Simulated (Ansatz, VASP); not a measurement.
## ZrB2: VASP beside Ansatz

One calculation is typed for both programs; each brings its own data sets. How far apart do they land? The cell is taken from a series of runs on this material, whose earlier steps may have relaxed, scaled, displaced or heated it; both programs get it as it stands.

Main program and level: Ansatz 0.2.0; plane waves, with VASP 6.6.1 beside it; zone-centre phonons at LDA.

## Step 1: Set-up

The structure is hexagonal, space group P6/mmm (No. 191). The conventional cell has a = 3.072 Å, b = 3.072 Å, c = 3.412 Å, α = 90.00°, β = 90.00°, γ = 120.00°. Nearest to B lie 3 B at 1.77 Å and 6 Zr at 2.46 Å. Zr has 12 B at 2.46 Å nearest. Farther neighbours are not listed.

Coordinates:

```xyz
3
Lattice="3.0717 0.0000 0.0000 -1.5358 2.6601 0.0000 0.0000 0.0000 3.4119" Properties=species:S:1:pos:R:3 pbc="T T T"
B     0.0000    1.7734    1.7060
B     1.5358    0.8867    1.7060
Zr    0.0000    0.0000    0.0000
```

## Step 2: VASP: zone-centre phonons, LDA

Second derivatives magnify differences that forces hide, and they need a tight electronic threshold.

Lines of VASP's logs that name or quote its potential files are left out, and so is its time.

Input file INCAR:

```
SYSTEM = ZrB2
PREC = Accurate
ENCUT = 500
EDIFF = 1E-08
NELM = 120
ISMEAR = 1
SIGMA = 0.2
LREAL = .FALSE.
ALGO = Normal
GGA = PW92
NBANDS = 15
LASPH = .TRUE.
LORBIT = 11
LWAVE = .FALSE.
LCHARG = .FALSE.
ISIF = 2
IBRION = 8
GGA_COMPAT = .FALSE.
KPAR = 2
```

Input file POSCAR:

```
ZrB2
1.0
    3.0716587412      0.0000000000      0.0000000000
   -1.5358293706      2.6601345016      0.0000000000
    0.0000000000      0.0000000000      3.4119374343
B Zr
2 1
Direct
    0.3333333333      0.6666666667      0.5000000000
    0.6666666667      0.3333333333      0.5000000000
    0.0000000000      0.0000000000      0.0000000000
```

Input file KPOINTS:

```
Automatic mesh
0
Gamma
15 15 12
0 0 0
```

Potentials, in the order of the species: B and Zr_sv (LDA family, release 64).

On the command line:

```bash
$ mpirun -np 2 vasp_std
```

Numbers of over 12 decimals in the logs are rounded to 6 here.

The log of the run:

```text
[banner, memory and clock lines left out]
running    2 mpi-ranks, on    1 nodes
 distrk:  each k-point on    1 cores,    2 groups
 distr:  one band on    1 cores,    1 groups

 POSCAR found type information on POSCAR B Zr
 POSCAR found :  2 types and       3 ions
|                                                                             |
|               ----> ADVICE to this user running VASP <----                  |
|                                                                             |
|     You enforced a specific xc type in the INCAR file but a different       |
|     [... a line on the potential file left out ...]
|     I HOPE YOU KNOW WHAT YOU ARE DOING!                                     |
|                                                                             |

 LDA part: xc-table for (Slater(with rela. corr.)+PW92), standard interpolation
 POSCAR, INCAR and KPOINTS ok, starting setup
 FFT: planning ... GRIDC
 FFT: planning ... GRID_SOFT
 FFT: planning ... GRID
 WAVECAR not read
 entering main loop
       N       E                     dE             d eps       ncg     rms          rms(c)
DAV:   1     0.101493860425E+03    0.10149E+03   -0.96531E+03  5686   0.117E+03
DAV:   2    -0.261422129911E+02   -0.12764E+03   -0.12261E+03  7119   0.306E+02
DAV:   3    -0.302529914701E+02   -0.41108E+01   -0.40920E+01  8793   0.482E+01
DAV:   4    -0.303252310142E+02   -0.72240E-01   -0.72227E-01  6560   0.591E+00
DAV:   5    -0.303277862846E+02   -0.25553E-02   -0.25552E-02  8928   0.682E-01    0.266E+01
DAV:   6    -0.274380765530E+02    0.28897E+01   -0.65507E+00  7133   0.186E+01    0.110E+01
DAV:   7    -0.273812380354E+02    0.56839E-01   -0.77560E-01  8307   0.572E+00    0.400E+00
DAV:   8    -0.273839658389E+02   -0.27278E-02   -0.12964E-01  6933   0.321E+00    0.465E-01
DAV:   9    -0.273790467733E+02    0.49191E-02   -0.24122E-02  7047   0.131E+00    0.185E-01
DAV:  10    -0.273787029924E+02    0.34378E-03   -0.13602E-03  6535   0.353E-01    0.523E-02
DAV:  11    -0.273786937283E+02    0.92641E-05   -0.90829E-05  7796   0.880E-02    0.158E-02
DAV:  12    -0.273786924001E+02    0.13282E-05   -0.45498E-06  7501   0.157E-02    0.542E-03
DAV:  13    -0.273786922108E+02    0.18928E-06   -0.75674E-07  8882   0.684E-03    0.215E-03
DAV:  14    -0.273786922013E+02    0.95831E-08   -0.52713E-08  6438   0.241E-03
   1 F= -.27378692E+02 E0= -.27378845E+02  d E =0.458058E-03
 Linear response reoptimize wavefunctions to high precision
DAV:   1    -0.273786922015E+02   -0.25102E-09   -0.57938E-09  7940   0.626E-04
DAV:   2    -0.273786922015E+02   -0.17053E-10   -0.95019E-11  3290   0.821E-05
 Linear response DOF=           4
 Linear response progress:
  Degree of freedom:   1/  4
       N       E                     dE             d eps       ncg     rms          rms(c)
RMM:   1    -0.502207085259E-01   -0.50221E-01   -0.27775E-02 57824   0.111E+00
RMM:   2    -0.447690840217E-01    0.54516E-02   -0.22730E-03 47265   0.258E-01    0.165E-01
RMM:   3    -0.446015309786E-01    0.16755E-03   -0.81200E-04 44576   0.142E-01    0.814E-02
RMM:   4    -0.451310821658E-01   -0.52955E-03   -0.53456E-04 43512   0.114E-01    0.877E-03
RMM:   5    -0.451410839925E-01   -0.10002E-04   -0.58305E-05 52957   0.311E-02    0.254E-03
RMM:   6    -0.451423395290E-01   -0.12555E-05   -0.10271E-05 55914   0.108E-02    0.141E-03
RMM:   7    -0.451388766346E-01    0.34629E-05   -0.24295E-06 56193   0.481E-03    0.317E-04
RMM:   8    -0.451408604982E-01   -0.19839E-05   -0.12822E-06 58211   0.213E-03    0.177E-04
RMM:   9    -0.451403180576E-01    0.54244E-06   -0.10827E-07 59288   0.956E-04    0.318E-05
RMM:  10    -0.451404052422E-01   -0.87185E-07   -0.44260E-07 58770   0.445E-04    0.291E-05
RMM:  11    -0.451402735714E-01    0.13167E-06    0.24750E-07 58508   0.217E-04    0.935E-06
RMM:  12    -0.451402466255E-01    0.26946E-07    0.15599E-07 59973   0.109E-04    0.427E-06
RMM:  13    -0.451402312957E-01    0.15330E-07    0.15618E-07 58779   0.556E-05    0.407E-06
RMM:  14    -0.451402299085E-01    0.13872E-08    0.17053E-07 57472   0.305E-05    0.196E-06
RMM:  15    -0.451402238162E-01    0.60923E-08    0.11861E-07 56027   0.181E-05    0.526E-07
RMM:  16    -0.451402238602E-01   -0.43954E-10    0.16344E-07 51228   0.119E-05    0.234E-07
RMM:  17    -0.451402231471E-01    0.71309E-09    0.11290E-07 46826   0.881E-06    0.206E-07
RMM:  18    -0.451402236978E-01   -0.55068E-09    0.19162E-07 40108   0.733E-06    0.111E-07
RMM:  19    -0.451402245514E-01   -0.85368E-09    0.16085E-07 35257   0.666E-06    0.100E-07
RMM:  20    -0.451402250166E-01   -0.46516E-09    0.25860E-07 32268   0.636E-06    0.669E-08
 first order change of Fermi-energy   0.17921E-04
 force on displaced ion       1 direction 1 : -19.150  -0.001   0.000
 Linear response progress:
  Degree of freedom:   2/  4
       N       E                     dE             d eps       ncg     rms          rms(c)
RMM:   1    -0.493260509999E-01   -0.49326E-01   -0.14559E-03 20287   0.118E+00
RMM:   2    -0.465276421400E-01    0.27984E-02   -0.18411E-03 16262   0.259E-01    0.134E-01
RMM:   3    -0.463696338349E-01    0.15801E-03   -0.10791E-03 15656   0.162E-01    0.610E-02
RMM:   4    -0.467902847835E-01   -0.42065E-03   -0.41425E-04 16387   0.102E-01    0.129E-02
RMM:   5    -0.468739246742E-01   -0.83640E-04   -0.62426E-05 18365   0.375E-02    0.404E-03
RMM:   6    -0.468881333825E-01   -0.14209E-04   -0.13328E-05 18949   0.143E-02    0.941E-04
RMM:   7    -0.468804987340E-01    0.76346E-05   -0.75666E-06 19680   0.619E-03    0.280E-04
RMM:   8    -0.468818580328E-01   -0.13593E-05   -0.81371E-06 19454   0.293E-03    0.148E-04
RMM:   9    -0.468808367405E-01    0.10213E-05   -0.57845E-06 19595   0.149E-03    0.908E-05
RMM:  10    -0.468811692481E-01   -0.33251E-06   -0.36120E-06 19907   0.772E-04    0.148E-05
RMM:  11    -0.468812363481E-01   -0.67100E-07   -0.23831E-06 21019   0.371E-04    0.129E-05
RMM:  12    -0.468812275462E-01    0.88019E-08   -0.13725E-06 20724   0.185E-04    0.929E-06
RMM:  13    -0.468811954497E-01    0.32096E-07   -0.96102E-07 20417   0.964E-05    0.478E-06
RMM:  14    -0.468812160224E-01   -0.20573E-07   -0.56107E-07 20542   0.523E-05    0.363E-06
RMM:  15    -0.468812106153E-01    0.54071E-08   -0.40068E-07 19955   0.309E-05    0.142E-06
RMM:  16    -0.468812079896E-01    0.26257E-08   -0.23629E-07 19903   0.193E-05    0.531E-07
RMM:  17    -0.468812081877E-01   -0.19806E-09   -0.17375E-07 18434   0.133E-05    0.354E-07
RMM:  18    -0.468812086617E-01   -0.47397E-09   -0.10032E-07 16370   0.104E-05    0.201E-07
RMM:  19    -0.468812093370E-01   -0.67535E-09   -0.75162E-08 13005   0.884E-06    0.774E-08
 first order change of Fermi-energy  -0.89062E-04
 force on displaced ion       1 direction 3 :   0.000  -0.000 -12.593
 Linear response progress:
  Degree of freedom:   3/  4
       N       E                     dE             d eps       ncg     rms          rms(c)
RMM:   1    -0.661572475978E+00   -0.66157E+00    0.30601E+00 15612   0.151E+01
RMM:   2    -0.603808785684E+00    0.57764E-01   -0.18544E-01 21292   0.283E+00    0.174E-01
RMM:   3    -0.605460416869E+00   -0.16516E-02   -0.32067E-02 25387   0.840E-01    0.547E-02
RMM:   4    -0.607052632361E+00   -0.15922E-02   -0.55680E-03 31523   0.293E-01    0.307E-02
RMM:   5    -0.607462688253E+00   -0.41006E-03   -0.79746E-04 31471   0.108E-01    0.160E-02
RMM:   6    -0.607447153044E+00    0.15535E-04   -0.12924E-04 31835   0.479E-02    0.240E-03
RMM:   7    -0.607426142948E+00    0.21010E-04   -0.34736E-05 32722   0.218E-02    0.281E-03
RMM:   8    -0.607424189228E+00    0.19537E-05   -0.44519E-06 32617   0.118E-02    0.915E-04
RMM:   9    -0.607430863438E+00   -0.66742E-05   -0.61116E-06 33086   0.704E-03    0.271E-04
RMM:  10    -0.607431458016E+00   -0.59458E-06   -0.44495E-06 33828   0.442E-03    0.717E-05
RMM:  11    -0.607431799897E+00   -0.34188E-06   -0.29755E-06 34933   0.305E-03    0.126E-04
RMM:  12    -0.607428566430E+00    0.32335E-05   -0.21020E-06 32773   0.231E-03    0.182E-04
RMM:  13    -0.607431999209E+00   -0.34328E-05   -0.15216E-06 30826   0.184E-03    0.146E-04
RMM:  14    -0.607435859826E+00   -0.38606E-05   -0.12523E-06 32397   0.145E-03    0.101E-04
[...]
RMM:  27    -0.607441258135E+00   -0.54013E-07   -0.10488E-07 32318   0.179E-04    0.540E-06
RMM:  28    -0.607441126082E+00    0.13205E-06   -0.90823E-08 28008   0.163E-04    0.127E-05
RMM:  29    -0.607441105199E+00    0.20882E-07   -0.81393E-08 28425   0.143E-04    0.161E-05
RMM:  30    -0.607441126166E+00   -0.20967E-07   -0.69944E-08 18572   0.128E-04    0.181E-05
RMM:  31    -0.607441089529E+00    0.36637E-07   -0.64148E-08 22436   0.116E-04    0.214E-05
RMM:  32    -0.607441106708E+00   -0.17179E-07   -0.55352E-08 15913   0.104E-04    0.230E-05
RMM:  33    -0.607441125027E+00   -0.18319E-07   -0.50065E-08 18396   0.953E-05    0.242E-05
RMM:  34    -0.607441154989E+00   -0.29962E-07   -0.45021E-08 23779   0.875E-05    0.248E-05
 first order change of Fermi-energy   0.10816E-03
 force on displaced ion       3 direction 1 : -16.583   0.000   0.000
 Linear response progress:
  Degree of freedom:   4/  4
       N       E                     dE             d eps       ncg     rms          rms(c)
RMM:   1    -0.741704840786E+00   -0.74170E+00    0.27480E+00  6666   0.149E+01
RMM:   2    -0.682142406029E+00    0.59562E-01   -0.16006E-01  8842   0.268E+00    0.200E-01
RMM:   3    -0.685884683130E+00   -0.37423E-02   -0.34654E-02 10266   0.774E-01    0.641E-02
RMM:   4    -0.688178748541E+00   -0.22941E-02   -0.64467E-03 11952   0.279E-01    0.364E-02
RMM:   5    -0.688403270278E+00   -0.22452E-03   -0.92741E-04 12455   0.101E-01    0.226E-02
RMM:   6    -0.688281467729E+00    0.12180E-03   -0.10296E-04 12714   0.472E-02    0.276E-03
RMM:   7    -0.688340588612E+00   -0.59121E-04   -0.60991E-05 12841   0.203E-02    0.318E-03
RMM:   8    -0.688324110581E+00    0.16478E-04    0.25161E-05 12936   0.106E-02    0.908E-04
RMM:   9    -0.688326649323E+00   -0.25387E-05    0.25360E-05 13854   0.598E-03    0.696E-04
RMM:  10    -0.688328117164E+00   -0.14678E-05    0.21196E-05 13027   0.420E-03    0.349E-04
RMM:  11    -0.688328277295E+00   -0.16013E-06    0.19590E-05 13124   0.279E-03    0.840E-05
RMM:  12    -0.688328992804E+00   -0.71551E-06    0.15543E-05 13406   0.199E-03    0.143E-04
RMM:  13    -0.688329186084E+00   -0.19328E-06    0.15091E-05 13758   0.143E-03    0.135E-04
RMM:  14    -0.688328228576E+00    0.95751E-06    0.12520E-05 12919   0.113E-03    0.801E-05
[...]
RMM:  28    -0.688333297481E+00    0.79795E-09    0.15760E-06  7071   0.846E-05    0.393E-06
RMM:  29    -0.688333297584E+00   -0.10340E-09    0.13568E-06  6486   0.743E-05    0.490E-06
RMM:  30    -0.688333300696E+00   -0.31122E-08    0.11547E-06  6317   0.657E-05    0.567E-06
RMM:  31    -0.688333308460E+00   -0.77639E-08    0.99216E-07  7521   0.586E-05    0.617E-06
RMM:  32    -0.688333315606E+00   -0.71458E-08    0.84397E-07  6893   0.525E-05    0.658E-06
RMM:  33    -0.688333322425E+00   -0.68189E-08    0.72474E-07  7172   0.474E-05    0.692E-06
RMM:  34    -0.688333318550E+00    0.38748E-08    0.61573E-07  5161   0.428E-05    0.750E-06
RMM:  35    -0.688333322034E+00   -0.34842E-08    0.52848E-07  5113   0.392E-05    0.780E-06
 first order change of Fermi-energy   0.11841E-03
 force on displaced ion       3 direction 3 :  -0.000   0.000 -19.162
 Linear response finished
```

From OUTCAR (step 2):

```text
ion  position               nearest neighbor table
   1  0.333  0.667  0.500-   2 1.77   2 1.77   2 1.77   3 2.46   3 2.46   3 2.46   3 2.46   3 2.46
                             3 2.46
   2  0.667  0.333  0.500-   1 1.77   1 1.77   1 1.77   3 2.46   3 2.46   3 2.46   3 2.46   3 2.46
                             3 2.46
   3  0.000  0.000  0.000-   1 2.46   2 2.46   1 2.46   2 2.46   1 2.46   1 2.46   2 2.46   2 2.46
                             2 2.46   2 2.46   1 2.46   1 2.46

  LATTYP: Found a hexagonal cell.
 ALAT       =     3.0716587412
 C/A-ratio  =     1.1107801100

 Subroutine GETGRP returns: Found 24 space group operations
 (whereof 24 operations were pure point group operations)

The static configuration has the point symmetry D_6h.

 Found    189 irreducible k-points:

   k-points           NKPTS =    189   k-points in BZ     NKDIM =    189   number of bands    NBANDS=     15

   dimension x,y,z NGX =    24 NGY =   24 NGZ =   28
   dimension x,y,z NGXF=    48 NGYF=   48 NGZF=   56

   ENCUT  =  500.0 eV  36.75 Ry    6.06 a.u.   5.60  5.60  6.22*2*pi/ulx,y,z

   NELECT =      18.0000    total number of electrons

 k-points in reciprocal lattice and weights: Automatic mesh
   0.00000000  0.00000000  0.00000000       0.000
   0.06666667  0.00000000  0.00000000       0.002
   0.13333333 -0.00000000  0.00000000       0.002
   0.20000000 -0.00000000  0.00000000       0.002
   0.26666667 -0.00000000  0.00000000       0.002
   0.33333333 -0.00000000  0.00000000       0.002
   0.40000000 -0.00000000  0.00000000       0.002
   0.46666667 -0.00000000  0.00000000       0.002
   0.06666667  0.06666667  0.00000000       0.002
[...]
0.33333333  0.26666667  0.50000000       0.004
   0.33333333  0.33333333  0.50000000       0.001

 average (electrostatic) potential at core
       1 -25.8581       2 -25.8581       3 -70.9466

  Total        3.2076492      3.2076492      3.2265196      0.0000000     -0.0000000      0.0000000
  in kB      184.3401073    184.3401073    185.4245633      0.0000000     -0.0000000      0.0000000
  external PRESSURE =     184.7015926 kB  Pullay stress =       0.0000000 kB

  energy-cutoff  :      500.00
  volume of cell :       27.88
      direct lattice vectors                 reciprocal lattice vectors
     3.071658741  0.000000000  0.000000000     0.325556998  0.187960421  0.000000000
    -1.535829371  2.660134502  0.000000000     0.000000000  0.375920841  0.000000000
     0.000000000  0.000000000  3.411937434     0.000000000  0.000000000  0.293088610

 POSITION                                       TOTAL-FORCE (eV/Angst)
 -----------------------------------------------------------------------------------
     -0.00000      1.77342      1.70597         0.000000      0.000000     -0.000000
      1.53583      0.88671      1.70597        -0.000000      0.000000      0.000000
      0.00000      0.00000      0.00000         0.000000      0.000000      0.000000
 -----------------------------------------------------------------------------------
    total drift:                               -0.000000      0.000000      0.000000

 Eigenvectors and eigenvalues of the dynamical matrix
 ----------------------------------------------------

   1 f  =   26.048684 THz   163.668706 2PiTHz  868.890558 cm-1   107.728651 meV
             X         Y         Z           dx          dy          dz
     -0.000000  1.773423  1.705969    -0.707107   -0.000005   -0.000000
      1.535829  0.886712  1.705969     0.707107    0.000005    0.000000
      0.000000  0.000000  0.000000     0.000000   -0.000000    0.000000

   2 f  =   26.048684 THz   163.668706 2PiTHz  868.890558 cm-1   107.728651 meV
             X         Y         Z           dx          dy          dz
     -0.000000  1.773423  1.705969    -0.000005    0.707107   -0.000000
      1.535829  0.886712  1.705969     0.000005   -0.707107    0.000000
      0.000000  0.000000  0.000000     0.000000   -0.000000    0.000000

   3 f  =   18.783131 THz   118.017895 2PiTHz  626.537824 cm-1    77.680755 meV
             X         Y         Z           dx          dy          dz
     -0.000000  1.773423  1.705969     0.000000   -0.000000   -0.707107
      1.535829  0.886712  1.705969    -0.000000   -0.000000    0.707107
      0.000000  0.000000  0.000000     0.000000    0.000000    0.000000

   4 f  =   16.367856 THz   102.842272 2PiTHz  545.972904 cm-1    67.691982 meV
             X         Y         Z           dx          dy          dz
     -0.000000  1.773423  1.705969     0.000000   -0.000000   -0.635758
      1.535829  0.886712  1.705969     0.000000   -0.000000   -0.635758
      0.000000  0.000000  0.000000     0.000000    0.000000    0.437749

   5 f  =   15.222304 THz    95.644558 2PiTHz  507.761414 cm-1    62.954363 meV
             X         Y         Z           dx          dy          dz
     -0.000000  1.773423  1.705969    -0.635714   -0.000000    0.000000
      1.535829  0.886712  1.705969    -0.635714   -0.000000   -0.000000
      0.000000  0.000000  0.000000     0.437877    0.000000   -0.000000

   6 f  =   15.222304 THz    95.644558 2PiTHz  507.761414 cm-1    62.954363 meV
             X         Y         Z           dx          dy          dz
     -0.000000  1.773423  1.705969    -0.000000    0.635714   -0.000000
      1.535829  0.886712  1.705969    -0.000000    0.635714   -0.000000
      0.000000  0.000000  0.000000     0.000000   -0.437877    0.000000

   7 f/i=    0.000379 THz     0.002383 2PiTHz    0.012653 cm-1     0.001569 meV
             X         Y         Z           dx          dy          dz
     -0.000000  1.773423  1.705969    -0.000000   -0.000000    0.309536
      1.535829  0.886712  1.705969    -0.000000   -0.000000    0.309536
      0.000000  0.000000  0.000000    -0.000000   -0.000000    0.899097

   8 f/i=    0.002509 THz     0.015766 2PiTHz    0.083699 cm-1     0.010377 meV
             X         Y         Z           dx          dy          dz
     -0.000000  1.773423  1.705969    -0.305221   -0.052040   -0.000000
      1.535829  0.886712  1.705969    -0.305221   -0.052040   -0.000000
      0.000000  0.000000  0.000000    -0.886245   -0.151106   -0.000000

   9 f/i=    0.002509 THz     0.015766 2PiTHz    0.083699 cm-1     0.010377 meV
             X         Y         Z           dx          dy          dz
     -0.000000  1.773423  1.705969     0.052040   -0.305221   -0.000000
      1.535829  0.886712  1.705969     0.052040   -0.305221   -0.000000
      0.000000  0.000000  0.000000     0.151106   -0.886245   -0.000000

 ELASTIC MODULI CONTR FROM IONIC RELAXATION (kBar)
 Direction    XX          YY          ZZ          XY          YZ          ZX
 --------------------------------------------------------------------------------
 XX          -3.2611      3.2611      0.0000      0.0000      0.0000      0.0000
 YY           3.2611     -3.2611      0.0000     -0.0000      0.0000      0.0000
 ZZ           0.0000      0.0000      0.0000      0.0000      0.0000      0.0000
 XY           0.0000     -0.0000      0.0000     -3.2611      0.0000      0.0000
 YZ           0.0000      0.0000      0.0000      0.0000      0.0000      0.0000
 ZX           0.0000      0.0000      0.0000      0.0000      0.0000      0.0000
 --------------------------------------------------------------------------------
```

[end of part 1 of 2]

[Lines on the potential files, build, host, timing and source positions are cut from VASP's logs without a mark.]

[Logs are printed without paths, hosts, clocks, repeated set-up lines and the standing remarks that a program may print on its own settings, such as how far it seeks lower states.]

[Hosts, paths, dates, database ids (printed as entryN), source tags and the programs' standing remarks are cut or masked in the printed files.]
